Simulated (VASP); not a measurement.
An input for Quantum ESPRESSO's pw.x (written as the equivalent of a VASP run, and not itself run):

```
&CONTROL
  calculation = 'scf'
  pseudo_dir = './pseudo'
  outdir = './out'
  tprnfor = .true.
  tstress = .true.
/
&SYSTEM
  ibrav = 0
  nat = 8
  ntyp = 3
  ecutwfc = 84
  occupations = 'tetrahedra'
  input_dft = 'pbesol'
/
&ELECTRONS
  conv_thr = 7.3e-09
  electron_maxstep = 100
/
ATOMIC_SPECIES
  V 50.941 V.upf
  N 14.007 N.upf
  Nb 92.906 Nb.upf
CELL_PARAMETERS angstrom
     4.3191250   -0.0000000   -0.0000000
     0.0000000    4.3191250    0.0000000
     0.0000000    0.0000000    4.3191250
ATOMIC_POSITIONS crystal
  V    0.0000000  0.0000000  0.0000000
  N    0.5000000  0.5000000  0.5000000
  N    0.0000000  0.0000000  0.5000000
  N    0.0000000  0.5000000  0.0000000
  N    0.5000000  0.0000000  0.0000000
  Nb   0.5000000  0.5000000  0.0000000
  Nb   0.5000000  0.0000000  0.5000000
  Nb   0.0000000  0.5000000  0.5000000
K_POINTS automatic
  10 10 10 0 0 0
```

### Question
Write the VASP files for the same calculation (PBEsol).

### Answer
One answer among several that fit: 
**INCAR**
```
ALGO = Normal
EDIFF = 1E-7
ENCUT = 520
GGA = PS
ISIF = 2
ISMEAR = -5
LASPH = .TRUE.
LCHARG = .TRUE.
LMAXMIX = 4
LORBIT = 11
LREAL = .FALSE.
LWAVE = .FALSE.
NEDOS = 601
NELM = 100
PREC = Accurate
SYSTEM = Nb3VN4
```

File POSCAR:
```
Nb3VN4
4.3191250
  1.0000000104   0.0000000000   0.0000000000
  0.0000000000   1.0000000104   0.0000000000
  0.0000000000   0.0000000000   1.0000000104
V N Nb
1 4 3
direct
  0.0000000000   0.0000000000   0.0000000000
  0.5000000000   0.5000000000   0.5000000000
  0.0000000000   0.0000000000   0.5000000000
  0.0000000000   0.5000000000   0.0000000000
  0.5000000000   0.0000000000   0.0000000000
  0.5000000000   0.5000000000   0.0000000000
  0.5000000000   0.0000000000   0.5000000000
  0.0000000000   0.5000000000   0.5000000000
```

KPOINTS:
```
Automatic mesh
0
Gamma
10 10 10
0 0 0
```

POTCAR, in this order: V_sv N Nb_sv (PBE.64 set). Program: vasp_std.

The two are equivalent in intent, not identical: the potentials are each code's own (VASP's PAW set, PseudoDojo norm-conserving files in pw.x), so ENCUT and ecutwfc are chosen apart and not converted; conv_thr bounds pw.x's estimated SCF error, while EDIFF bounds the energy change between steps.

The structure was generated: Nb3VN4 was put into an ordered model structure (Pm-3m), which need not be its known phase. It was relaxed first.
